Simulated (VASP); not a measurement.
The system is Ga2Ge2O3.

```xyz
7
Lattice="5.3533 0.0000 0.0000 -2.6766 4.6361 0.0000 0.0000 0.0000 4.9610" Properties=species:S:1:pos:R:3 pbc="T T T"
Ga    0.0000    0.0000    2.4805
Ga    0.0000    0.0000    0.0000
Ge    0.0000    3.0907    0.0000
Ge    2.6766    1.5454    0.0000
O     2.6766    0.0000    0.0000
O    -1.3383    2.3180    0.0000
O     1.3383    2.3180    0.0000
```

The cell was built by a generator and needn't be a form met in nature.

- Program: VASP 6.6.1
- Task: relaxation of cell and atoms
- Functional: PBE
- Potentials or basis: VASP PAW PBE potentials, release 64 (Ga_d, Ge_d, O)
- Cutoff: 520 eV
- k mesh: 3 × 3 × 3
- Occupations: gaussian, width 0.15 eV
- Spin: no spin polarisation

At the start: pressure 47.9 GPa; volume 17.59 Å³/atom.

Question: How do energy, volume and symmetry change on relaxing?

Answer: Over 9 steps the energy falls by 1172.2 meV/atom and the volume is 26.12 Å³/atom (+48.5 %); space group P6/mmm (No. 191, to 0.05 Å).

The path:
| step | energy change (eV) | largest force (eV/Å) | pressure (GPa) | volume (Å³) |
| --- | --- | --- | --- | --- |
| 1 | 0.0000 | 0.0000 | 47.93 | 123.12 |
| 2 | -3.8577 | 0.0000 | -13.46 | 235.83 |
| 3 | -8.1551 | 0.0000 | 0.41 | 177.19 |
| 4 | -8.1578 | 0.0000 | 0.75 | 176.01 |
| 5 | -8.1549 | 0.0000 | 1.47 | 174.85 |
| 6 | -8.1943 | 0.0000 | 0.78 | 178.14 |
| 7 | -8.2070 | 0.0000 | 0.76 | 181.54 |
| 8 | -8.1624 | 0.0000 | -0.44 | 188.36 |
| 9 | -8.2053 | 0.0000 | 0.08 | 182.83 |

Final structure:
```xyz
7
Lattice="6.3541 0.0000 0.0000 -3.1771 5.5028 0.0000 0.0000 0.0000 5.2287" Properties=species:S:1:pos:R:3 pbc="T T T"
Ga    0.0000    0.0000    2.6144
Ga    0.0000    0.0000    0.0000
Ge    0.0000    3.6686    0.0000
Ge    3.1771    1.8343    0.0000
O     3.1771    0.0000    0.0000
O    -1.5885    2.7514    0.0000
O     1.5885    2.7514    0.0000
```

Caveat: the k mesh is coarse (spacing up to 0.45 Å⁻¹), so the values aren't converged; the volume moved by over 15 % at a fixed basis, so the end points are rough.
